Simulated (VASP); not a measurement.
# GW on GaN, part 3 of 3

Aim: the quasiparticle gap of GaN, and what it costs to get it. The cell is of the wurtzite type, one of the forms listed for this formula. The start is a cell from a database of measured crystal structures.

VASP 6.6.1, plane waves and PAW; the level of theory is named at each step.

So far, quasiparticle gap on the mesh (eV): step 4 (G0W0, k-mesh 3×3×2) 2.95. Also gap on the k-mesh (eV): step 3 (empty bands, k-mesh 3×3×2) 1.94; step 5 (ground state, k-mesh 3×3×4) 1.94.

The database entry behind the starting cell differs from later determinations by our own check (about 0.3 % short, ideal inner coordinate), so it need not match the best structure at ambient conditions.

**7. G0W0, k-mesh 3×3×4**

This step: G0W0 on PBE; plane waves and PAW (Ga_d_GW, N_GW) (VASP 6.6.1).

The mesh goes to 3×3×4.

File INCAR:

```
SYSTEM = GaN
PREC = Accurate
ENCUT = 450
ISMEAR = 0
SIGMA = 0.01
LREAL = .FALSE.
GGA = PE
NBANDS = 104
ALGO = EVGW0
NELMGW = 1
ENCUTGW = 100
NOMEGA = 48
PRECFOCK = Fast
NBANDSGW = 32
LWAVE = .FALSE.
LCHARG = .FALSE.
```

File POSCAR:

```
GaN
1.0
    3.1800000000      0.0000000000      0.0000000000
   -1.5900000000      2.7539607840      0.0000000000
    0.0000000000      0.0000000000      5.1660000000
Ga N
2 2
Direct
    0.3333333333      0.6666666667      0.0000000000
    0.6666666667      0.3333333333      0.5000000000
    0.3333333333      0.6666666667      0.3750000000
    0.6666666667      0.3333333333      0.8750000000
```

File KPOINTS:

```
Automatic mesh
0
Gamma
3 3 4
0 0 0
```

PAW data sets: Ga_d_GW and N_GW (PBE family, release 64).

Started as:

```
$ mpirun -np 8 vasp_std
```

Output:

```text
[banner, memory and clock lines left out]
running    8 mpi-ranks, on    1 nodes
[...]
[... a notice as in an earlier step ...]

 [... a notice as in an earlier step ...]

 LDA part: xc-table for (Slater+PW92), standard interpolation
 found WAVECAR, reading the header
 POSCAR, INCAR and KPOINTS ok, starting setup
[...]
reading WAVECAR
 the WAVECAR file was read successfully
 initial charge from wavefunction
 available memory per node:    129.10 GB, setting MAXMEM to    132194

 The Fermi energy was updated, please check that it is located mid-gap
 values below the HOMO (VB) or above the LUMO (CB) will cause erroneous energies
 E-fermi :   6.2988

 calculate exact exchange contribution
 the WAVEDER file was read successfully
energies w=
    0.000    0.000    0.770    0.000    1.537    0.000    2.298    0.000
    3.050    0.000    3.792    0.000    4.521    0.000    5.238    0.000
    5.941    0.000    6.631    0.000    7.308    0.000    7.975    0.000
[...]
total number of BLAS operations         77.18 Gflops
NQ=   5    0.3333    0.0000    0.2500,
|.........|.........|.........|.........|.........|.........|.........|.........
 performed       1241000 updates of chi_q(r,r)
 total number of BLAS operations        106.98 Gflops
NQ=   6    0.3333    0.3333    0.2500,
|.........|.........|.........|.........|.........|.........|.........|.........
 performed       1485000 updates of chi_q(r,r)
 total number of BLAS operations        126.16 Gflops
NQ=   7    0.0000    0.0000    0.5000,
|.........|.........|.........|.........|.........|.........|.........|.........
 performed       1656000 updates of chi_q(r,r)
 total number of BLAS operations        144.60 Gflops
NQ=   8    0.3333    0.0000    0.5000,
|.........|.........|.........|.........|.........|.........|.........|.........
 performed       1967000 updates of chi_q(r,r)
 total number of BLAS operations        171.53 Gflops
NQ=   9    0.3333    0.3333    0.5000,
|.........|.........|.........|.........|.........|.........|.........|.........
 performed       2184000 updates of chi_q(r,r)
 total number of BLAS operations        191.86 Gflops
 resolving degeneracies of screened two electron integrals

 calculate QP shifts <psi_nk| G(iteration)W_0 |psi_nk>: iteration 1
 entering main loop
```

Run time: 22 s. Hardware: 8 MPI ranks of Intel Xeon 6975P-C (Granite Rapids), shared host; peak memory 1.1 GiB; 2.4 min of CPU time.

Parts of OUTCAR (step 7):

```text
 QP shifts <psi_nk| G(iteration)W_0 |psi_nk>: iteration 1
 for sc-GW calculations column KS-energies equals QP-energies in previous step
 and V_xc(KS)=  KS-energies - (<T + V_ion + V_H > + <T+V_H+V_ion>^1  + <V_x>^1)
 k-point   1 :       0.0000    0.0000    0.0000
  band No.  KS-energies  QP-energies   sigma(KS)   V_xc(KS)     V^pw_x(r,r')   Z            occupation Imag(sigma)
    ...
     15       4.2620       3.7933     -17.4634     -16.8466     -21.1874       0.7599       2.0000       0.1079
     16       5.2605       5.0394     -17.9762     -17.6909     -20.9438       0.7752       2.0000       0.0802
     17       5.3310       4.9814     -18.2406     -17.7858     -21.8006       0.7688       2.0000       0.0948
     18       5.3310       4.9814     -18.2406     -17.7858     -21.8006       0.7688       2.0000       0.0948
     19       7.2665       8.0312     -12.4733     -13.4285      -8.9769       0.8006       0.0000      -0.0740
     20       9.5670      10.4738     -11.4201     -12.5540      -7.0528       0.7997       0.0000      -0.0976
     21      14.5700      15.6847     -13.0275     -14.5143      -7.6667       0.7497       0.0000      -0.1861
     22      15.1614      15.9692     -10.2372     -11.2487      -5.2422       0.7987       0.0000      -0.1430
    ...

[... 1 part as in an earlier step ...]

[... 2 further parts left out ...]
[key lines of the parts left out:]
E-fermi :   6.2988
```

The gap is now 2.992 eV, +42 meV against the GW run before. The band edges change places after GW: the least gap now runs from band 16 at Γ to band 19 at Γ, while the states that bound the starting gap (band 17 at Γ, band 19 at Γ) lie 3.050 eV apart. Spin-orbit coupling is left out.

**8. Ground state, k-mesh 6×6×4**

This step: PBE; plane waves and PAW (Ga_d_GW, N_GW) (VASP 6.6.1).

Many-body steps start from the orbitals of a self-consistent run, here PBE. EDIFF is tight for accurate orbitals, and a narrow smearing avoids fractional occupations.

File INCAR:

```
SYSTEM = GaN
PREC = Accurate
ENCUT = 450
EDIFF = 1E-08
NELM = 100
ISMEAR = 0
SIGMA = 0.01
LREAL = .FALSE.
ALGO = Normal
GGA = PE
NBANDS = 24
LORBIT = 11
LWAVE = .TRUE.
LCHARG = .FALSE.
KPAR = 8
```

POSCAR is that of step 7.

File KPOINTS:

```
Automatic mesh
0
Gamma
6 6 4
0 0 0
```

Started as:

```
$ mpirun -np 8 vasp_std
```

Output:

```text
[banner, memory and clock lines left out]
running    8 mpi-ranks, on    1 nodes
[...]
[... a notice as in an earlier step ...]

 LDA part: xc-table for (Slater+PW92), standard interpolation
 POSCAR, INCAR and KPOINTS ok, starting setup
[...]
entering main loop
       N       E                     dE             d eps       ncg     rms          rms(c)
DAV:   1     0.388326237175E+03    0.38833E+03   -0.18587E+04  1008   0.231E+03
DAV:   2     0.223334842380E+02   -0.36599E+03   -0.35220E+03  1168   0.542E+02
DAV:   3    -0.262791820978E+02   -0.48613E+02   -0.48127E+02  1200   0.232E+02
DAV:   4    -0.282625564375E+02   -0.19834E+01   -0.19778E+01  1384   0.555E+01
[...]
DAV:  15    -0.242526220035E+02   -0.36627E-07   -0.83577E-08  1456   0.448E-03    0.165E-04
DAV:  16    -0.242526220221E+02   -0.18674E-07   -0.90278E-09   872   0.119E-03    0.440E-05
DAV:  17    -0.242526220211E+02    0.10441E-08   -0.13911E-09   696   0.881E-04
   1 F= -.24252622E+02 E0= -.24252622E+02  d E =-.263889E-38
 writing wavefunctions
```

Wall time 3.6 s (8 MPI ranks); peak memory 1.3 GiB.

OUTCAR, selected parts (step 8):

```text
  Total        1.4077290      1.4077290      2.0185812      0.0000000      0.0000000      0.0000000
  in kB       49.8528927     49.8528927     71.4854299      0.0000000      0.0000000      0.0000000
  external PRESSURE =      57.0637384 kB  Pullay stress =       0.0000000 kB

 POSITION                                       TOTAL-FORCE (eV/Angst)
 -----------------------------------------------------------------------------------
     -0.00000      1.83597      0.00000         0.000000      0.000000     -0.135155
      1.59000      0.91799      2.58300        -0.000000     -0.000000     -0.135155
     -0.00000      1.83597      1.93725        -0.000000      0.000000      0.135155
      1.59000      0.91799      4.52025        -0.000000      0.000000      0.135155
 -----------------------------------------------------------------------------------
    total drift:                               -0.000000      0.000000      0.000347

  FREE ENERGIE OF THE ION-ELECTRON SYSTEM (eV)
  ---------------------------------------------------
  free  energy   TOTEN  =       -24.2526220211 eV

  energy  without entropy=      -24.2526220211  energy(sigma->0) =      -24.25262202

[... 1 part as in an earlier step ...]

[... 2 further parts left out ...]
[key lines of the parts left out:]
E-fermi :   5.3341
```

The cell has a gap of 1.97 eV on this mesh and a pressure of +5.7 GPa, which holds the misfit of the given cell and coordinates with this functional, and any error of cutoff, mesh and data sets. Spin-orbit coupling is left out, which can shift or reorder these edges. Forces of up to 0.14 eV/Å remain in these settings.

**9. Empty bands, k-mesh 6×6×4**

The empty bands are made again, for the run that follows.

File INCAR:

```
SYSTEM = GaN
PREC = Accurate
ENCUT = 450
ISMEAR = 0
SIGMA = 0.01
LREAL = .FALSE.
GGA = PE
NBANDS = 104
ALGO = Exact
NELM = 1
LWAVE = .TRUE.
LCHARG = .FALSE.
LOPTICS = .TRUE.
NEDOS = 1000
CSHIFT = 0.1
```

POSCAR is that of step 8.

KPOINTS is that of step 8.

Started as:

```
$ mpirun -np 8 vasp_std
```

Output:

```text
[... set-up lines as in an earlier step ...]
 entering main loop
       N       E                     dE             d eps       ncg     rms          rms(c)
DIA:   1    -0.242526220196E+02   -0.24253E+02    0.00000E+00     0   0.000E+00
   1 F= -.24252622E+02 E0= -.24252622E+02  d E =-.115771E-52
 writing wavefunctions
 optical routines
 imaginary and real dielectric function
 recalculating local potential from charge density
 direction            1
 direction            2
 direction            3
```

The job ended after 9.4 s (8 MPI ranks; peak memory 1.4 GiB; 59 s of CPU time).

From OUTCAR (step 9):

```text
  Total        1.4090217      1.4090217      2.0198872      0.0000000      0.0000000      0.0000000
  in kB       49.8986716     49.8986716     71.5316798      0.0000000      0.0000000      0.0000000
  external PRESSURE =      57.1096743 kB  Pullay stress =       0.0000000 kB

 POSITION                                       TOTAL-FORCE (eV/Angst)
 -----------------------------------------------------------------------------------
     -0.00000      1.83597      0.00000         0.000000     -0.000000     -0.135156
      1.59000      0.91799      2.58300        -0.000000      0.000000     -0.135156
     -0.00000      1.83597      1.93725         0.000000      0.000000      0.135156
      1.59000      0.91799      4.52025         0.000000      0.000000      0.135156
 -----------------------------------------------------------------------------------
    total drift:                               -0.000000      0.000000      0.000348

  FREE ENERGIE OF THE ION-ELECTRON SYSTEM (eV)
  ---------------------------------------------------
  free  energy   TOTEN  =       -24.2526220196 eV

  energy  without entropy=      -24.2526220196  energy(sigma->0) =      -24.25262202

[... 1 part as in an earlier step ...]

[... 2 further parts left out ...]
[key lines of the parts left out:]
E-fermi :   5.3511
```

**10. G0W0, k-mesh 6×6×4**

This step: G0W0 on PBE; plane waves and PAW (Ga_d_GW, N_GW) (VASP 6.6.1).

The mesh goes to 6×6×4.

File INCAR:

```
SYSTEM = GaN
PREC = Accurate
ENCUT = 450
ISMEAR = 0
SIGMA = 0.01
LREAL = .FALSE.
GGA = PE
NBANDS = 104
ALGO = EVGW0
NELMGW = 1
ENCUTGW = 100
NOMEGA = 48
PRECFOCK = Fast
NBANDSGW = 32
LWAVE = .FALSE.
LCHARG = .FALSE.
```

POSCAR is that of step 9.

KPOINTS is that of step 9.

Started as:

```
$ mpirun -np 8 vasp_std
```

Output:

```text
[banner, memory and clock lines left out]
running    8 mpi-ranks, on    1 nodes
[...]
[... a notice as in an earlier step ...]

 [... a notice as in an earlier step ...]

 LDA part: xc-table for (Slater+PW92), standard interpolation
 found WAVECAR, reading the header
 POSCAR, INCAR and KPOINTS ok, starting setup
[...]
reading WAVECAR
 the WAVECAR file was read successfully
 initial charge from wavefunction
 available memory per node:    130.24 GB, setting MAXMEM to    133363

 The Fermi energy was updated, please check that it is located mid-gap
 values below the HOMO (VB) or above the LUMO (CB) will cause erroneous energies
 E-fermi :   6.2303

 calculate exact exchange contribution
 the WAVEDER file was read successfully
energies w=
    0.000    0.000    0.706    0.000    1.410    0.000    2.107    0.000
    2.797    0.000    3.477    0.000    4.146    0.000    4.802    0.000
    5.447    0.000    6.080    0.000    6.701    0.000    7.312    0.000
[...]
total number of BLAS operations       1329.92 Gflops
NQ=  17    0.3333    0.0000    0.5000,
|.........|.........|.........|.........|.........|.........|.........|.........
 performed      16475000 updates of chi_q(r,r)
 total number of BLAS operations       1420.33 Gflops
NQ=  18    0.5000    0.0000    0.5000,
|.........|.........|.........|.........|.........|.........|.........|.........
 performed      17280000 updates of chi_q(r,r)
 total number of BLAS operations       1484.75 Gflops
NQ=  19    0.1667    0.1667    0.5000,
|.........|.........|.........|.........|.........|.........|.........|.........
 performed      18364000 updates of chi_q(r,r)
 total number of BLAS operations       1575.04 Gflops
NQ=  20    0.3333    0.1667    0.5000,
|.........|.........|.........|.........|.........|.........|.........|.........
 performed      19608000 updates of chi_q(r,r)
 total number of BLAS operations       1674.61 Gflops
NQ=  21    0.3333    0.3333    0.5000,
|.........|.........|.........|.........|.........|.........|.........|.........
 performed      20306000 updates of chi_q(r,r)
 total number of BLAS operations       1739.81 Gflops
 resolving degeneracies of screened two electron integrals

 calculate QP shifts <psi_nk| G(iteration)W_0 |psi_nk>: iteration 1
 entering main loop
```

Run time: 3.3 min. Hardware: 8 MPI ranks; peak memory 1.7 GiB.

OUTCAR, selected parts (step 10):

```text
 QP shifts <psi_nk| G(iteration)W_0 |psi_nk>: iteration 1
 for sc-GW calculations column KS-energies equals QP-energies in previous step
 and V_xc(KS)=  KS-energies - (<T + V_ion + V_H > + <T+V_H+V_ion>^1  + <V_x>^1)
 k-point   1 :       0.0000    0.0000    0.0000
  band No.  KS-energies  QP-energies   sigma(KS)   V_xc(KS)     V^pw_x(r,r')   Z            occupation Imag(sigma)
    ...
     15       4.1848       3.7064     -17.4751     -16.8512     -20.8415       0.7668       2.0000       0.0837
     16       5.1853       4.8603     -18.1332     -17.7131     -21.2685       0.7736       2.0000       0.0734
     17       5.2451       4.8945     -18.2359     -17.7822     -21.4232       0.7727       2.0000       0.0744
     18       5.2451       4.8945     -18.2359     -17.7822     -21.4232       0.7727       2.0000       0.0744
     19       7.2155       8.0233     -12.4250     -13.4285      -9.1263       0.8050       0.0000      -0.0622
     20       9.5431      10.4728     -11.4227     -12.5739      -7.4030       0.8076       0.0000      -0.0789
     21      14.5038      15.6842     -12.9650     -14.5351      -7.7269       0.7518       0.0000      -0.1637
     22      15.1550      16.0065     -10.1930     -11.2606      -5.3334       0.7976       0.0000      -0.1247
    ...

[... 1 part as in an earlier step ...]

[... 2 further parts left out ...]
[key lines of the parts left out:]
E-fermi :   6.2303
```

The gap is now 3.129 eV, +137 meV against the GW run before. Spin-orbit coupling is left out.

**11. Summary**

This step: GW series: G0W0 on PBE; plane waves and PAW (VASP 6.6.1).

Derived from the runs above.

Cost is wall time times ranks on a shared host, with the step that makes the empty bands. GW runs:

| level | bands | ENCUTGW (eV) | NOMEGA | k mesh | starting gap (eV) | quasiparticle gap (eV) | direct gap (eV) | cost (core minutes) |
| --- | --- | --- | --- | --- | --- | --- | --- | --- |
| G0W0 | 104 | 100 | 48 | 3x3x2 | 1.937 | 2.95 | 2.95 | 1.57 |
| G0W0 | 104 | 100 | 48 | 3x3x4 | 1.935 | 2.992 | 2.992 | 3.49 |
| G0W0 | 104 | 100 | 48 | 6x6x4 | 1.97 | 3.129 | 3.129 | 27.65 |

**12. Results**

```
G0W0 on PBE, 104 bands, ENCUTGW 100 eV, NOMEGA 48, mesh 6×6×4 : 1.970 → 3.129 eV
G0W0 on PBE, 104 bands, ENCUTGW 100 eV, NOMEGA 48, mesh 3×3×2 : 1.937 → 2.950 eV
```

What this shows: G0W0 gives a quasiparticle gap of 3.129 eV on the mesh, 1.16 eV over the PBE gap on the same mesh. On mesh and path the starting valence top lies at Γ and the conduction bottom at Γ, so the starting gap is direct. Both points lie on the GW mesh. The steps of the series move the gap by +42, +137 meV; the last costs 7.9 times the one before. The last step lies outside a tolerance of 30 meV, picked for this account, and the last two together move the gap by +179 meV. Every mesh holds the starting band edges. Bands and response cutoff weren't varied. In the run G0W0 on PBE with 104 bands, ENCUTGW 100 eV and the 3×3×4 mesh, the band edges change places after GW: the least gap now runs from band 16 at Γ to band 19 at Γ, while the states that bound the starting gap (band 17 at Γ, band 19 at Γ) lie 3.050 eV apart. Its difference to runs where they don't change places compares unlike states. In Ga_d_GW the d shell is in the valence without all the semicore s and p states of the same shell; those stay frozen in the core, and how far that moves the GW gap wasn't tested here. Spin-orbit coupling is left out; with Ga in the cell it can split or shift band edges, by an amount that depends on which atoms form them and isn't tested here. The given cell is kept, although it stands at +5.9 GPa at PBE and ENCUT = 450 eV, which holds the mismatch of the given cell with this functional and any basis-set error. Not tabulated here, as repeats of values shown or as unfit to read for their mesh, reference level or band range: eps2 curves (empty bands); eps1 curves and static values (empty bands); gaps (empty bands).

Calculation against experiment:

| quantity | measured | PBE | G0W0 on PBE |
| --- | --- | --- | --- |
| band gap (direct gap) (eV) | 3.4 | 1.94 (-1.46 eV) | 3.13 (-0.27 eV) |

Measured values from arxiv:cond-mat/0412304 (2004).

**Verdict.** The band gap is off by -0.27 eV at G0W0 on PBE: fair agreement. An optical gap can lie under the band gap by the exciton's binding. Zero-point and thermal motion shift the measured gap. No cell relaxation is part of this session.

[Lines on the potential files, build, host, timing and source positions are cut from VASP's logs without a mark.]

[Logs are printed without paths, hosts, clocks, repeated set-up lines and the standing remarks that a program may print on its own settings, such as how far it seeks lower states.]

[Hosts, paths, dates, database ids (printed as entryN), source tags and the programs' standing remarks are cut or masked in the printed files.]

[Pressures printed for these runs are not shown converged in the cutoff: they can be off by several GPa and have the wrong sign.]
